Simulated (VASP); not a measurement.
# Shielding tensors and field gradients of KMgF3, part 4 of 4

Wanted: the shieldings and field gradients at the nuclei of KMgF3. The cell has space group Pm-3m. The start is a cell from a database of measured crystal structures.

VASP 6.6.1, plane waves and PAW; the level of theory is named at each step.

So far. Step 2 (Relaxation): The forces stay under 1e-4 eV/Å. Step 3 (Ground state): The cell has a gap of 6.97 eV on this mesh and a pressure of -4.7 GPa, which holds the misfit of the given cell and coordinates with this functional, and any error of cutoff, mesh and data sets.

## 5. Atoms moved (continued)

Level of this step: chemical shifts by linear response (GIPAW), LDA; plane waves and PAW (K_sv, Mg, F) (VASP).

Parts of OUTCAR (step 5):

```text
   k-points           NKPTS =    112   k-points in BZ     NKDIM =    112   number of bands    NBANDS=     22

   NELECT =      32.0000    total number of electrons

  Total       -1.6854796     -1.4273493     -1.5470500      0.0324431      0.0910739     -0.0264096
  in kB      -42.6436995    -36.1128418    -39.1413437      0.8208299      2.3042262     -0.6681785
  external PRESSURE =     -39.2992950 kB  Pullay stress =       0.0000000 kB

 POSITION                                       TOTAL-FORCE (eV/Angst)
 -----------------------------------------------------------------------------------
      2.04014      1.87158      1.93278        -0.057743      0.155683      0.234494
      0.00714      3.92841      0.08523         0.239594      0.364361     -0.642172
      2.01618      3.92038      0.03100         0.057090      0.177993      0.033210
      3.96918      2.01410      0.01086         0.046881     -0.928227      0.073230
      0.13587      3.89569      2.01754        -0.285822      0.230189      0.301238
 -----------------------------------------------------------------------------------
    total drift:                                0.000110     -0.000166      0.000182

 Electric field gradients after diagonalization (V/A^2)
 (convention: |V_zz| > |V_xx| > |V_yy|)
----------------------------------------------------------------------
 ion       V_xx      V_yy      V_zz     asymmetry (V_yy - V_xx)/ V_zz
----------------------------------------------------------------------
   1      -1.143    -0.451     1.595       0.434
   2      -1.107    -0.089     1.196       0.851
   3     -23.226   -22.317    45.543       0.020
   4     -22.863   -21.842    44.705       0.023
   5     -22.772   -20.482    43.254       0.053
----------------------------------------------------------------------

  ORBITAL MAGNETIC SUSCEPTIBILITY, excluding core contribution
 -------------------------------------------------------------
  Approximate magnetic susceptibility, pGv (10^-6 cm^3/mole)
     1        -35.715793         -0.035775          0.030340
     2         -0.033377        -35.733080         -0.018644
     3          0.034895         -0.012684        -35.727917
 -------------------------------------------------------------
  Approximate magnetic susceptibility, vGv (10^-6 cm^3/mole)
     1        -36.044107         -0.034730          0.028025
     2         -0.033524        -36.067872         -0.013484
     3          0.030850         -0.011419        -36.071475

  BDIR labels direction of applied magnetic field (i.e. B0)
  For BDIR==1, B0 along x-axis, etc.
  Induced field listed along cartesian directions for each BDIR
 ------------------------------------------------------------------------------------------
                 EXCLUDING G=0 CONTRIBUTION              INCLUDING G=0 CONTRIBUTION
 ------------------------------------------------------------------------------------------
  ion  BDIR            X           Y           Z                X           Y           Z
          (   iso_shield        span        skew ) (   iso_shield        span        skew )
 ------------------------------------------------------------------------------------------
    1     1    1162.5713      0.5337     -0.6125        1171.5312      0.5415     -0.6192
          2       0.4933   1163.4119      0.6292           0.5007   1172.3755      0.6333
          3      -0.4939      0.6290   1162.1659          -0.5016      0.6318   1171.1284
          (    1162.7164      2.3040     -0.3097 ) (    1171.6784      2.3208     -0.3142 )

    2     1     560.1721      0.1065      0.8449         569.1319      0.1144      0.8383
          2      -0.0475    561.1724      0.5273          -0.0401    570.1360      0.5314
          3       0.8781      0.3789    560.7589           0.8704      0.3817    569.7214
          (     560.7011      2.1642     -0.2777 ) (     569.6631      2.1607     -0.2640 )

    3     1     315.1444     -1.0519      0.9338         324.1043     -1.0441      0.9271
          2      -1.3603    313.7351      1.5767          -1.3529    322.6987      1.5808
          3       0.9671      1.4131    314.2665           0.9595      1.4159    323.2290
          (     314.3820      4.0686     -0.8346 ) (     323.3440      4.0534     -0.8406 )

    4     1     315.0142      0.1748     -1.0658         323.9740      0.1827     -1.0725
          2       0.2797    316.8763     -0.7975           0.2870    325.8399     -0.7934
          3      -1.1313     -0.4985    315.0173          -1.1389     -0.4957    323.9798
          (     315.6359      3.3566     -0.1282 ) (     324.5979      3.3670     -0.1296 )

    5     1     314.5279      0.3320      0.0048         323.4878      0.3398     -0.0019
          2       0.3885    314.4753     -0.4267           0.3958    323.4389     -0.4226
          3       0.0330     -0.5924    316.4844           0.0253     -0.5896    325.4469
          (     315.1625      2.5336      0.4239 ) (     324.1245      2.5379      0.4171 )
 ------------------------------------------------------------------------------------------

[... 5 parts as in an earlier step ...]

[... 6 further parts left out ...]
```

The atoms bear forces, and field gradients depend strongly on their positions.

This step gave:

```yaml
free_energy_toten: -26.97 eV
fermi_energy: -1.961 eV
pressure: -3.930 GPa
gap_on_the_k_mesh: 6.931 eV
least_direct_gap_on_the_k_mesh: 7.251 eV
```

Valence and core; the G = 0 term is that of a spherical sample. NMR shielding, by row:

```tsv
atom	isotropic shielding (ppm)	span (ppm)	skew	isotropic shielding without the G = 0 term (ppm)
K1	1172	2.321	-0.3142	1163
Mg2	569.7	2.161	-0.264	560.7
F3	323.3	4.053	-0.8406	314.4
F4	324.6	3.367	-0.1296	315.6
F5	324.1	2.538	0.4171	315.2
```

Ordered as |Vzz| ≥ |Vxx| ≥ |Vyy|, the program's way. Electric field gradients, by row:

```tsv
atom	Vxx (V/Å²)	Vyy (V/Å²)	Vzz (V/Å²)	asymmetry
K1	-1.143	-0.451	1.595	0.434
Mg2	-1.107	-0.089	1.196	0.851
F3	-23.23	-22.32	45.54	0.02
F4	-22.86	-21.84	44.7	0.023
F5	-22.77	-20.48	43.25	0.053
```

Against the first shielding run the largest change is -2.6 ppm, on F3.

## 6. Results

```json
{
  "K, isotropic shielding": "1173.9 ppm",
  "Mg, isotropic shielding": "570.7 ppm",
  "F, isotropic shielding": "325.9 ppm"
}
```

In words: At LDA, in the first shielding run, the isotropic shieldings are K 1173.9 ppm; Mg 570.7 ppm; F 325.9 ppm. In the first shielding run the widest tensor is that of F3, with a span (largest less smallest principal value) of 1.68 ppm. The largest field gradient of that run is Vzz = 45.3 V/Å² at F3. Shifts were not obtained, since a shift is the shielding of a reference compound, computed alike, less these values. The G = 0 term is the part set by the sample's shape, taken here for a sphere. No finer mesh was run, so convergence in it isn't shown. VASP's guide advises NLSPLINE for shieldings, which this input doesn't set; the effect wasn't tested. Where the functional isn't the one that the data sets were made with, the shieldings hold that mismatch too. The cell has space group Pm-3m. The given cell is kept, although it stands at -4.5 GPa at LDA and ENCUT = 560 eV, which holds the mismatch of the given cell with this functional, any error of the entry itself and any basis-set error; the relaxation of the atoms, at PBE and ENCUT = 520 eV, gave +3.3 GPa. Not tabulated here, as repeats of values shown or as unfit to read for their mesh, reference level or band range: gaps (relaxation).

[Lines on the potential files, build, host, timing and source positions are cut from VASP's logs without a mark.]

[Logs are printed without paths, hosts, clocks, repeated set-up lines and the standing remarks that a program may print on its own settings, such as how far it seeks lower states.]

[Hosts, paths, dates, database ids (printed as entryN), source tags and the programs' standing remarks are cut or masked in the printed files.]
